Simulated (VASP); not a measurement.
Input:

```yaml
crystal:
  lattice:
    - [0.00000, 2.06926, 1.98967]
    - [1.98967, 0.00000, 1.98967]
    - [1.98967, 2.06926, 0.00000]
  atoms:
    - { symbol: Li, position: [0.00000, 0.00000, 0.00000] }
    - { symbol: F, position: [0.50000, 0.50000, 0.50000] }
```

The numbers are results of r2SCAN meta-GGA, VASP's PBE PAW potentials (set 64) (plane waves; VASP), not measurements. Numerical set-up: 600 eV cut-off, 10×10×10 Γ-centred mesh, Gaussian smearing of 0.050 eV, potentials Li_sv F.

**Question.** Predict the energy per atom (σ→0), pressure, band gap (on the k-mesh) with the smallest direct gap where there is one.

**Answer.** 
band gap (on the k-mesh): 10.18 eV
smallest direct gap (on the k-mesh): 10.18 eV
energy per atom (σ→0): -5.950 eV/atom
pressure: -3.10 GPa

Only differences to runs with the same potentials and settings are physical.

The compound is LiF in the rock salt structure. This cell was strained or had an atom moved on purpose.
